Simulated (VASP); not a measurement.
## A VASP study of Si2W (LDA): structure first, properties next

What structure and properties does LDA give Si2W, and how near are they to the measured ones? The steps: relaxing cell and atoms (LDA), second relaxation, single point with fields (LDA), band structure (LDA), total and projected DOS (LDA), band structure (LDA + SOC) and optical spectrum (LDA). The start is a cell from a database of measured crystal structures.

Calculated with VASP 6.6.1; LDA; plane waves and PAW (Si, W), in the first sound run; inputs show where later runs differ.

**Measured values to reproduce.**

For WSi2, tetragonal MoSi2-type (Czochralski-grown material), “Giant magnetoresistance, Fermi surface topology, Shoenberg effect and vanishing quantum oscillations in type-II Dirac semimetal candidates MoSi2 and WSi2” (2022, arxiv:2202.05362) gives, by powder X-ray diffraction: lattice constant a 3.21395 Å; lattice constant c 7.83128 Å.

## 1. The starting structure

Before any relaxation, the start is as follows. The structure is tetragonal, space group I4/mmm (No. 139). The conventional cell has a = 3.214 Å, b = 3.214 Å, c = 7.830 Å, α = 90.00°, β = 90.00°, γ = 90.00°. Nearest to Si lie 5 Si at 2.59 to 2.63 Å and 5 W at 2.62 Å. Nearest to W lie 10 Si at 2.62 Å. Farther neighbours are not listed.

## 2. Relaxing cell and atoms (LDA)

The start need not lie at this functional's minimum. ISIF = 3 frees volume, shape and positions, and EDIFFG sets the threshold on forces and stress at which the search stops. LDA, the lowest rung, knows the local density alone.

File INCAR:

```
SYSTEM = Si2W
PREC = Accurate
ENCUT = 400
EDIFF = 1E-06
NELM = 100
ISMEAR = 0
SIGMA = 0.05
LREAL = .FALSE.
ALGO = Normal
GGA = CA
NBANDS = 13
LASPH = .TRUE.
LORBIT = 11
LWAVE = .FALSE.
LCHARG = .FALSE.
KPAR = 2
IBRION = 2
NSW = 60
ISIF = 3
EDIFFG = -0.01
```

File POSCAR:

```
Si2W
1.0
   -1.6069000000      1.6069000000      3.9149500000
    1.6069000000     -1.6069000000      3.9149500000
    1.6069000000      1.6069000000     -3.9149500000
Si W
2 1
Direct
    0.3347000000      0.3347000000      0.0000000000
    0.6653000000      0.6653000000      0.0000000000
    0.0000000000      0.0000000000      0.0000000000
```

File KPOINTS:

```
Automatic mesh
0
Gamma
10 10 10
0 0 0
```

Potentials, in the order of the species: Si and W (LDA family, release 64).

On the command line:

```bash
$ mpirun -np 2 vasp_std
```

Output:

```text
[banner, memory and clock lines left out]
running    2 mpi-ranks, on    1 nodes
 distrk:  each k-point on    1 cores,    2 groups
 distr:  one band on    1 cores,    1 groups

 POSCAR found type information on POSCAR SiW
 POSCAR found :  2 types and       3 ions
 LDA part: xc-table for (Slater(with rela. corr.)+CA(PZ))
 , standard interpolation
 POSCAR, INCAR and KPOINTS ok, starting setup
 FFT: planning ... GRIDC
 FFT: planning ... GRID_SOFT
 FFT: planning ... GRID
 WAVECAR not read
 entering main loop
       N       E                     dE             d eps       ncg     rms          rms(c)
DAV:   1     0.147880434465E+02    0.14788E+02   -0.51831E+03  2724   0.753E+02
DAV:   2    -0.266299026372E+02   -0.41418E+02   -0.38029E+02  3340   0.154E+02
DAV:   3    -0.283070525167E+02   -0.16771E+01   -0.16477E+01  3566   0.276E+01
DAV:   4    -0.283243537558E+02   -0.17301E-01   -0.17239E-01  3098   0.307E+00
DAV:   5    -0.283245655541E+02   -0.21180E-03   -0.21176E-03  3716   0.305E-01    0.254E+01
DAV:   6    -0.275822556472E+02    0.74231E+00   -0.21418E+00  3540   0.888E+00    0.104E+01
DAV:   7    -0.274594847197E+02    0.12277E+00   -0.23454E-01  3040   0.317E+00    0.542E+00
DAV:   8    -0.274316956456E+02    0.27789E-01   -0.47129E-02  3424   0.160E+00    0.502E-01
DAV:   9    -0.274314571080E+02    0.23854E-03   -0.20813E-03  3184   0.313E-01    0.265E-01
DAV:  10    -0.274313650189E+02    0.92089E-04   -0.37189E-04  3327   0.113E-01    0.675E-02
DAV:  11    -0.274313468631E+02    0.18156E-04   -0.58791E-05  3272   0.506E-02    0.260E-02
DAV:  12    -0.274313470425E+02   -0.17944E-06   -0.19389E-06  2588   0.103E-02
   1 F= -.27431347E+02 E0= -.27430998E+02  d E =-.274313E+02
 curvature:   0.00 expect dE= 0.000E+00 dE for cont linesearch  0.000E+00
 trial: gam= 0.00000 g(F)=  0.894E-03 g(S)=  0.978E-01 ort = 0.000E+00 (trialstep = 0.100E+01)
 search vector abs. value=  0.987E-01
 bond charge predicted
       N       E                     dE             d eps       ncg     rms          rms(c)
DAV:   1    -0.274362755062E+02   -0.49286E-02   -0.25405E+00  2807   0.112E+01    0.477E+00
DAV:   2    -0.273925693494E+02    0.43706E-01   -0.72437E-02  3157   0.199E+00    0.206E+00
DAV:   3    -0.273817785465E+02    0.10791E-01   -0.10626E-02  3117   0.676E-01    0.681E-01
DAV:   4    -0.273802488590E+02    0.15297E-02   -0.20952E-03  3231   0.293E-01    0.115E-01
DAV:   5    -0.273802556102E+02   -0.67513E-05   -0.42983E-05  3200   0.477E-02    0.632E-02
DAV:   6    -0.273802479724E+02    0.76378E-05   -0.46913E-05  3037   0.373E-02    0.814E-03
DAV:   7    -0.273802467298E+02    0.12426E-05   -0.45030E-06  3120   0.129E-02    0.599E-03
DAV:   8    -0.273802467266E+02    0.32012E-08   -0.12228E-07  1556   0.281E-03
   2 F= -.27380247E+02 E0= -.27379944E+02  d E =0.511003E-01
[...]
3 F= -.27448466E+02 E0= -.27448135E+02  d E =-.171192E-01
[...]
4 F= -.27448470E+02 E0= -.27448139E+02  d E =-.171231E-01
[...]
5 F= -.27448529E+02 E0= -.27448173E+02  d E =-.588793E-04
 trial-energy change:   -0.000059  1 .order   -0.000060   -0.000231    0.000111
 step:   0.5866(harm=  0.5866)  dis= 0.00006  next Energy=   -27.448548 (dE=-0.779E-04)
 bond charge predicted
       N       E                     dE             d eps       ncg     rms          rms(c)
DAV:   1    -0.274485573845E+02   -0.27550E-04   -0.70456E-04  3045   0.176E-01    0.144E-02
DAV:   2    -0.274485497814E+02    0.76030E-05   -0.16220E-05  3329   0.305E-02    0.946E-03
DAV:   3    -0.274485473028E+02    0.24786E-05   -0.43124E-06  3259   0.133E-02    0.247E-03
DAV:   4    -0.274485472214E+02    0.81387E-07   -0.39702E-07  1466   0.448E-03
   6 F= -.27448547E+02 E0= -.27448200E+02  d E =-.770811E-04
 curvature:  -0.30 expect dE=-0.763E-06 dE for cont linesearch -0.239E-08
 trial: gam= 0.00537 g(F)=  0.674E-06 g(S)=  0.191E-05 ort =-0.147E-05 (trialstep = 0.812E+00)
 search vector abs. value=  0.258E-05
 reached required accuracy - stopping structural energy minimisation
```

The job ended after 63 s (2 MPI ranks of AMD EPYC 7R43, shared host; peak memory 0.31 GiB).

The logs omit lines about the potential files and the build; timing stands in the text.

OUTCAR, selected parts (step 2):

```text
ion  position               nearest neighbor table
   1  0.335  0.335  0.000-   2 2.59   3 2.62   3 2.62   3 2.62   3 2.62   3 2.62   2 2.63   2 2.63
                             2 2.63   2 2.63
   2  0.665  0.665  0.000-   1 2.59   3 2.62   3 2.62   3 2.62   3 2.62   3 2.62   1 2.63   1 2.63
                             1 2.63   1 2.63
   3  0.000  0.000  0.000-   2 2.62   2 2.62   2 2.62   1 2.62   2 2.62   1 2.62   1 2.62   1 2.62
                             1 2.62   2 2.62

  LATTYP: Found a body centered tetragonal cell.
 ALAT       =     3.2138000000
 C/A-ratio  =     2.4363370465

 Subroutine GETGRP returns: Found 16 space group operations
 (whereof 16 operations were pure point group operations)

The static configuration has the point symmetry D_4h.

 Found    102 irreducible k-points:

   k-points           NKPTS =    102   k-points in BZ     NKDIM =    102   number of bands    NBANDS=     13

   dimension x,y,z NGX =    30 NGY =   30 NGZ =   30
   dimension x,y,z NGXF=    60 NGYF=   60 NGZF=   60

   ENCUT  =  400.0 eV  29.40 Ry    5.42 a.u.   7.38  7.38  7.38*2*pi/ulx,y,z

   NELECT =      14.0000    total number of electrons

 k-points in reciprocal lattice and weights: Automatic mesh
   0.00000000  0.00000000  0.00000000       0.001
   0.10000000 -0.00000000  0.00000000       0.008
   0.20000000 -0.00000000  0.00000000       0.008
   0.30000000  0.00000000 -0.00000000       0.008
   0.40000000  0.00000000  0.00000000       0.008
   0.50000000  0.00000000  0.00000000       0.004
   0.10000000  0.10000000  0.00000000       0.008
   0.20000000  0.10000000  0.00000000       0.016
   0.30000000  0.10000000  0.00000000       0.016
[...]
-0.40000000 -0.40000000  0.40000000       0.002
   0.50000000  0.50000000  0.50000000       0.001

 average (electrostatic) potential at core
       1 -80.5077       2 -80.5077       3 -34.8356

 E-fermi :  10.8083

 k-point     1 :       0.0000    0.0000    0.0000
  band No.  band energies     occupation
    ...
      2       3.8537      2.00000
      3       7.1371      2.00000
      4       7.3596      2.00000
      5       7.9366      2.00000
      6       7.9366      2.00000
      7      11.4363      0.00000
      8      13.7463      0.00000
      9      13.8114      0.00000
     10      14.0346      0.00000
     11      14.0346      0.00000
    ...

 k-point     2 :       0.1000   -0.0000    0.0000
  band No.  band energies     occupation
    ...
      3       6.5327      2.00000
      4       7.3662      2.00000
      5       8.0658      2.00000
      6       8.1967      2.00000
      7      10.7584      1.84164
      8      13.1614      0.00000
      9      13.5006      0.00000
     10      14.3682      0.00000
     11      14.8023      0.00000
     12      15.7572      0.00000
    ...

 k-point     3 :       0.2000   -0.0000    0.0000
  band No.  band energies     occupation
    ...
      3       5.6429      2.00000
      4       7.1904      2.00000
      5       8.3738      2.00000
      6       8.4120      2.00000
      7       9.7548      2.00000
      8      12.2761      0.00000
      9      13.1053      0.00000
     10      15.3551      0.00000
     11      15.4463      0.00000
     12      16.0896      0.00000
    ...

  Total        0.0063135      0.0063135      0.0062635      0.0000000      0.0000000      0.0000000
  in kB        0.2562137      0.2562137      0.2541876      0.0000000      0.0000000      0.0000000
  external PRESSURE =       0.2555384 kB  Pullay stress =       0.0000000 kB

  energy-cutoff  :      400.00
  volume of cell :       39.48
      direct lattice vectors                 reciprocal lattice vectors
    -1.593624743  1.593624743  3.886358859     0.000000000  0.313750149  0.128655129
     1.593624743 -1.593624743  3.886358859     0.313750149  0.000000000  0.128655129
     1.593624743  1.593624743 -3.886358859     0.313750149  0.313750149  0.000000000

 POSITION                                       TOTAL-FORCE (eV/Angst)
 -----------------------------------------------------------------------------------
      0.00000      0.00000      2.60298        -0.000000     -0.000000     -0.002643
      1.59362      1.59362      1.28338         0.000000      0.000000      0.002643
      0.00000      0.00000      0.00000         0.000000      0.000000     -0.000000
 -----------------------------------------------------------------------------------
    total drift:                                0.000000      0.000000     -0.000000

  FREE ENERGIE OF THE ION-ELECTRON SYSTEM (eV)
  ---------------------------------------------------
  free  energy   TOTEN  =       -27.4485472214 eV

  energy  without entropy=      -27.4478520436  energy(sigma->0) =      -27.44819963

 reached required accuracy - stopping structural energy minimisation

 total charge
# of ion       s       p       d       tot
------------------------------------------
    1        0.745   0.915   0.000   1.660
    2        0.745   0.915   0.000   1.660
    3        0.571   0.692   4.566   5.829
--------------------------------------------------
tot          2.060   2.521   4.566   9.148

[... 3 further parts left out ...]
```

CONTCAR:

```
Si2W
   1.00000000000000
    -1.5936247427116985    1.5936247427116985    3.8863588592348353
     1.5936247427116985   -1.5936247427116985    3.8863588592348353
     1.5936247427116985    1.5936247427116985   -3.8863588592348353
  Si              W
     2     1
Direct
     0.3348864608562944    0.3348864608562944    0.0000000000000000
     0.6651135391437057    0.6651135391437057    1.0000000000000000
     0.0000000000000000    0.0000000000000000    0.0000000000000000
```

The data set W keeps the semicore shell frozen, which is cheaper and a little less accurate. The run keeps the 16 symmetry operations of its start, so it cannot find a distortion of lower symmetry.

The steps of the relaxation:

| step | energy less that of the first step (eV) | largest force (eV/Å) | pressure (GPa) | volume (Å³) |
| --- | --- | --- | --- | --- |
| 1 | 0.0000 | 0.0963 | -5.64 | 40.44 |
| 2 | 0.0511 | 0.2211 | 12.71 | 37.72 |
| 3 | -0.0171 | 0.0007 | -0.10 | 39.51 |
| 4 | -0.0171 | 0.0028 | 0.01 | 39.49 |
| 5 | -0.0172 | 0.0030 | 0.03 | 39.48 |
| 6 | -0.0172 | 0.0026 | 0.03 | 39.48 |

| conventional cell, symmetrised | before | after | change |
| --- | --- | --- | --- |
| a (Å) | 3.214 | 3.187 | -0.8 % |
| b (Å) | 3.214 | 3.187 | -0.8 % |
| c (Å) | 7.830 | 7.773 | -0.7 % |
| volume (Å³/atom) | 13.48 | 13.16 | -2.4 % |

Final coordinates:

```
Si W
1.0
    -1.59362    1.59362    3.88636
     1.59362   -1.59362    3.88636
     1.59362    1.59362   -3.88636
Si W
2 1
Direct
  0.33489 0.33489 0.00000
  0.66511 0.66511 0.00000
  0.00000 0.00000 0.00000
```

Numbers from this step:

```
electrons                       : 14
bands                           : 13
irreducible k-points            : 102
symmetry operations             : 16
free energy (TOTEN)             : -27.45 eV
energy at zero smearing         : -27.45 eV
Fermi energy                    : 10.81 eV
pressure                        : 0.02555 GPa
metallic                        : yes
SCF cycles over all ionic steps : 39
```

It ends with a largest force of 0.003 eV/Å and a pressure of 0.03 GPa. The volume lies -2.4 % from that of the database's start, which holds the thermal and zero-point expansion of its experiment.

## 3. Second relaxation

A relaxation keeps the plane waves of the cell it began with, so it is repeated from the new cell, on a basis made for it.

INCAR is that of step 2.

File POSCAR:

```
Si2W
1.0
   -1.5936247427      1.5936247427      3.8863588592
    1.5936247427     -1.5936247427      3.8863588592
    1.5936247427      1.5936247427     -3.8863588592
Si W
2 1
Direct
    0.3348864609      0.3348864609      0.0000000000
    0.6651135391      0.6651135391      0.0000000000
    0.0000000000      0.0000000000      0.0000000000
```

KPOINTS is that of step 2.

On the command line:

```bash
$ mpirun -np 2 vasp_std
```

Output:

```text
[... set-up lines as in an earlier step ...]
 entering main loop
       N       E                     dE             d eps       ncg     rms          rms(c)
DAV:   1     0.155586240992E+02    0.15559E+02   -0.51470E+03  2772   0.752E+02
DAV:   2    -0.266882337378E+02   -0.42247E+02   -0.38790E+02  3397   0.157E+02
DAV:   3    -0.283023505886E+02   -0.16141E+01   -0.15903E+01  3565   0.269E+01
DAV:   4    -0.283169952947E+02   -0.14645E-01   -0.14637E-01  3082   0.296E+00
DAV:   5    -0.283171741725E+02   -0.17888E-03   -0.17885E-03  3750   0.289E-01    0.266E+01
DAV:   6    -0.275993487592E+02    0.71783E+00   -0.19406E+00  3545   0.856E+00    0.111E+01
DAV:   7    -0.274736165045E+02    0.12573E+00   -0.20649E-01  2995   0.300E+00    0.539E+00
DAV:   8    -0.274485289587E+02    0.25088E-01   -0.40584E-02  3419   0.149E+00    0.495E-01
DAV:   9    -0.274482772202E+02    0.25174E-03   -0.18033E-03  3149   0.294E-01    0.266E-01
DAV:  10    -0.274481933274E+02    0.83893E-04   -0.34742E-04  3320   0.109E-01    0.749E-02
DAV:  11    -0.274481765768E+02    0.16751E-04   -0.52695E-05  3248   0.479E-02    0.255E-02
DAV:  12    -0.274481767669E+02   -0.19011E-06   -0.16195E-06  2402   0.962E-03
   1 F= -.27448177E+02 E0= -.27447829E+02  d E =-.274482E+02
 curvature:   0.00 expect dE= 0.000E+00 dE for cont linesearch  0.000E+00
 trial: gam= 0.00000 g(F)=  0.732E-06 g(S)=  0.240E-06 ort = 0.000E+00 (trialstep = 0.100E+01)
 search vector abs. value=  0.973E-06
 reached required accuracy - stopping structural energy minimisation
```

Elapsed: 21 s, on 2 MPI ranks; peak memory 0.29 GiB.

From OUTCAR (step 3):

```text
  LATTYP: Found a body centered tetragonal cell.
 ALAT       =     3.1872494854
 C/A-ratio  =     2.4386913400

The static configuration has the point symmetry D_4h.

 Found    102 irreducible k-points:

   ENCUT  =  400.0 eV  29.40 Ry    5.42 a.u.   7.33  7.33  7.33*2*pi/ulx,y,z

   NELECT =      14.0000    total number of electrons

 E-fermi :  10.8085

 k-point     1 :       0.0000    0.0000    0.0000
  band No.  band energies     occupation
    ...
      2       3.8537      2.00000
      3       7.1372      2.00000
      4       7.3597      2.00000
      5       7.9367      2.00000
      6       7.9367      2.00000
      7      11.4366      0.00000
      8      13.7464      0.00000
      9      13.8114      0.00000
     10      14.0347      0.00000
     11      14.0347      0.00000
    ...

 k-point     2 :       0.1000    0.0000    0.0000
  band No.  band energies     occupation
    ...
      3       6.5328      2.00000
      4       7.3663      2.00000
      5       8.0659      2.00000
      6       8.1968      2.00000
      7      10.7587      1.84129
      8      13.1616      0.00000
      9      13.5007      0.00000
     10      14.3683      0.00000
     11      14.8026      0.00000
     12      15.7573      0.00000
    ...

  Total        0.0022232      0.0022232      0.0022488      0.0000000     -0.0000000      0.0000000
  in kB        0.0902227      0.0902227      0.0912619      0.0000000     -0.0000000      0.0000000
  external PRESSURE =       0.0905691 kB  Pullay stress =       0.0000000 kB

 POSITION                                       TOTAL-FORCE (eV/Angst)
 -----------------------------------------------------------------------------------
      0.00000      0.00000      2.60298         0.000000      0.000000     -0.002755
      0.00000      0.00000      5.16974        -0.000000     -0.000000      0.002755
      0.00000      0.00000      0.00000         0.000000      0.000000     -0.000000
 -----------------------------------------------------------------------------------
    total drift:                                0.000000      0.000000     -0.000000

  FREE ENERGIE OF THE ION-ELECTRON SYSTEM (eV)
  ---------------------------------------------------
  free  energy   TOTEN  =       -27.4481767669 eV

  energy  without entropy=      -27.4474810927  energy(sigma->0) =      -27.44782893

[... 6 parts as in an earlier step ...]

[... 7 further parts left out ...]
```

CONTCAR:

```
Si2W
   1.00000000000000
    -1.5936247427000001    1.5936247427000001    3.8863588592000000
     1.5936247427000001   -1.5936247427000001    3.8863588592000000
     1.5936247427000001    1.5936247427000001   -3.8863588592000000
  Si              W
     2     1
Direct
     0.3348864609000017    0.3348864609000017    0.0000000000000000
     0.6651135390999983    0.6651135390999983    0.0000000000000000
     0.0000000000000000    0.0000000000000000    0.0000000000000000
```

Little changed from the start: no atom moved by 0.005 Å and no cell edge by 0.1 %.

This step gave:

* pressure: 0.009057 GPa
* SCF cycles over all ionic steps: 12

It ends with a largest force of 0.003 eV/Å and a pressure of 0.01 GPa. The volume moved by under 0.01 %: the run met its threshold at the first step.

(Continued in part 2 of 4.)

[Lines on the potential files, build, host, timing and source positions are cut from VASP's logs without a mark.]

[Logs are printed without paths, hosts, clocks, repeated set-up lines and the standing remarks that a program may print on its own settings, such as how far it seeks lower states.]

[Hosts, paths, dates, database ids (printed as entryN), source tags and the programs' standing remarks are cut or masked in the printed files.]

[A measured line is paired with the nearest computed mode of its activity, which favours agreement.]
